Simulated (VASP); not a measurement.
Input:

```
HfB2
1.0
    1.55508    -2.69348     0.00000
    1.55508     2.69348     0.00000
    0.00000     0.00000     3.48349
Hf B
1 2
Direct
  0.00000   0.00000   0.00000
  0.33333   0.66667   0.50000
  0.66667   0.33333   0.50000
```

Level of theory: MS2 meta-GGA, VASP's PBE PAW potentials (set 64) (plane waves; VASP 6.6.1). Settings: 520 eV cut-off, 13×13×10 Γ-centred mesh, tetrahedra with Blöchl corrections, potentials Hf_pv B.

Unless said otherwise, spin-orbit coupling is left out, though it shifts the bands of the heavy elements here.

Q: What does the run give for the energy per atom (σ→0), band gap (over mesh and band path) with the smallest direct gap where there is one?

A: 
```yaml
band gap (over mesh and band path): none (metal, semimetal or under 0.01 eV)
energy per atom (σ→0): -4.368 eV/atom
```

The compound is HfB2 in the AlB2 type structure. It was relaxed first.
